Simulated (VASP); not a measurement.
The cell holds one BaTe (rock salt) (100) slab, with vacuum along c, ions free to move until forces fall under 0.03 eV/Å, no reconstruction beyond this cell, dipole correction on. Ionisation potential and electron affinity count from the cell's own band edges, surface states included.

Data:

```yaml
crystal:
  lattice:
    - [5.01108, 0.00000, 0.00000]
    - [0.00000, 5.01108, 0.00000]
    - [0.00000, 0.00000, 29.35933]
  atoms:
    - { symbol: Ba, position: [0.00000, 0.50000, 0.32139] }
    - { symbol: Ba, position: [0.50000, 0.00000, 0.43851] }
    - { symbol: Ba, position: [0.00000, 0.50000, 0.56149] }
    - { symbol: Ba, position: [0.50000, 0.00000, 0.67861] }
    - { symbol: Te, position: [0.00000, 0.50000, 0.43956] }
    - { symbol: Te, position: [0.50000, 0.00000, 0.31827] }
    - { symbol: Te, position: [0.00000, 0.50000, 0.68173] }
    - { symbol: Te, position: [0.50000, 0.00000, 0.56044] }
```

All values below come from r2SCAN meta-GGA, VASP's PBE PAW potentials (set 64) (plane waves; VASP 6.6.1). Settings: 400 eV cut-off, 4×4×1 Γ-centred mesh, Gaussian smearing of 0.050 eV, potentials Ba_sv Te.

Slab and bulk use different k-meshes, so the surface energy is good to a few per cent at best. Unless said otherwise, spin-orbit coupling is left out, though it shifts the bands of the heavy elements here.

Question: Predict its surface energy, ionisation potential, electron affinity, band gap (on the k-mesh).

Answer: 
```json
{
 "surface_energy": "0.29 J/m²",
 "ionisation_potential": "4.46 eV",
 "electron_affinity": "2.47 eV",
 "band gap (on the k-mesh)": "1.99 eV"
}
```

The cell is a thin slab with vacuum, built from BaTe (rock salt): (100) face.
